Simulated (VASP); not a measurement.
Here is a VASP 6.6.1 calculation.

Contents of POSCAR:

```
C
1.0
    2.4562499605      0.0000000000      0.0000000000
   -1.2281249802      2.1271748638      0.0000000000
    0.0000000000      0.0000000000     29.4918787000
C
12
Direct
    0.6666666667      0.3333333333      0.9983718000
    0.6666666667      0.3333333333      0.4983719100
    0.6666666667      0.3333333333      0.7327879500
    0.6666666667      0.3333333333      0.2327903300
    0.0000000000      0.0000000000      0.6158379900
    0.3333333333      0.6666666667      0.2327879500
    0.0000000000      0.0000000000      0.1158379900
    0.6666666667      0.3333333333      0.6158400100
    0.3333333333      0.6666666667      0.7327903300
    0.3333333333      0.6666666667      0.1158400100
    0.3333333333      0.6666666667      0.4983718000
    0.3333333333      0.6666666667      0.9983719100
```

Contents of INCAR.step1:

```
SYSTEM = C
ALGO     = Normal         ! electronic algorithm
EDIFF    = 1E-4           ! SCF threshold, eV
ENCUT    = 520            ! plane-wave cutoff, eV
GGA      = PE             ! functional
ISMEAR   = -1             ! smearing method
LASPH    = .True.         ! aspherical terms in the spheres
LCHARG   = .False.        ! write CHGCAR
LREAL    = .False.        ! projectors in reciprocal space
LWAVE    = .True.         ! write WAVECAR
NBANDS   = 36             ! bands
NELM     = 100            ! most SCF steps
PREC     = Accurate       ! precision mode
SIGMA    = 0.05           ! smearing width, eV
```

INCAR.step2

```
SYSTEM = C
ALGO     = Normal         ! electronic algorithm
EDIFF    = 1E-8           ! SCF threshold, eV
ENCUT    = 520            ! plane-wave cutoff, eV
ISIF     = 2              ! what is computed and relaxed
ISMEAR   = -1             ! smearing method
ISTART   = 1            
LASPH    = .True.         ! aspherical terms in the spheres
LCHARG   = .False.        ! write CHGCAR
LEFG     = .True.       
LMIXTAU  = .True.       
LREAL    = .False.        ! projectors in reciprocal space
LWAVE    = .False.        ! write WAVECAR
METAGGA  = R2SCAN         ! meta-GGA
NBANDS   = 36             ! bands
NELM     = 100            ! most SCF steps
PREC     = Accurate       ! precision mode
SIGMA    = 0.05           ! smearing width, eV
```

KPOINTS

```
k-points
0
Gamma
  14 14 1
  0 0 0
```

Potentials or basis: VASP PAW PBE potentials, release 64 (C).

Run with:

```console
$ cat potpaw_PBE.64/C/POTCAR > POTCAR
$ cp INCAR.step1 INCAR
$ mpirun -np 1 vasp_std > vasp.out
$ cp INCAR.step2 INCAR
$ mpirun -np 1 vasp_std > vasp.out
```

Task: What does it give for the band gap on the k mesh?

Result: 1.08 eV, direct.

Task: Estimate the largest force.

Result: 0.009 eV/Å.

Forces in eV/Å, atoms in the order of the input:
```
C    0.000  0.000 -0.008
C    0.000  0.000 -0.006
C    0.000  0.000  0.009
C    0.000  0.000  0.009
C    0.000  0.000 -0.001
C    0.000  0.000  0.009
C    0.000  0.000 -0.001
C    0.000  0.000 -0.003
C    0.000  0.000  0.009
C    0.000  0.000 -0.003
C    0.000  0.000 -0.008
C    0.000  0.000 -0.006
```

Caveat: the PAW data sets were made with another functional, which shifts forces and pressure a little. r2SCAN opens gaps a little over a GGA but as a rule still falls short of measured ones.
